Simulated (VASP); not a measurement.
Crystal: GdN.

```
Gd N
1.0
     2.56000    2.56000    5.12000
     5.12000    2.56000    2.56000
     2.56000    5.12000    2.56000
Gd N
2 2
Direct
  0.00000 0.00000 0.00000
  0.50000 0.50000 0.50000
  0.25000 0.25000 0.25000
  0.75000 0.75000 0.75000
```

The cell comes from a database or a generator and needn't be the stable form of this composition.

Base run:

* Program: VASP 6.6.1
* Functional: PBE
* Potentials or basis: VASP PAW PBE potentials, release 64 (Gd, N)
* Cutoff: 520 eV
* k mesh: 7 × 7 × 7
* Occupations: fermi-dirac, width 0.05 eV
* Spin: collinear spin, ferromagnetic start
* Starting moments: [7.0, 7.0, 0.0, 0.0] μB
* Hubbard terms: Gd f U = 8 eV

Its results: band gap on the k mesh none (metal or under the smearing width); pressure -8.4 GPa; net moment 14.00 μB per cell; site moments Gd +6.88; N -0.11 μB.

Q: The run is repeated on the same cell with these changes: spin from collinear spin, ferromagnetic start to collinear spin, antiferromagnetic start; moments at the start from [7.0, 7.0, 0.0, 0.0] to [7.0, -7.0, 0.0, 0.0]. What comes out?

A: Band gap on the k mesh 0.28 eV; pressure -8.3 GPa; net moment 0.00 μB per cell; site moments Gd +6.88, -6.88; N +0.00 μB.

Caveats: spin-orbit coupling is left out, which moves the levels of the heavy elements; an odd mesh through Γ misses points on the zone boundary, where band edges often lie (some runs).

Not every run made on this cell is shown here.
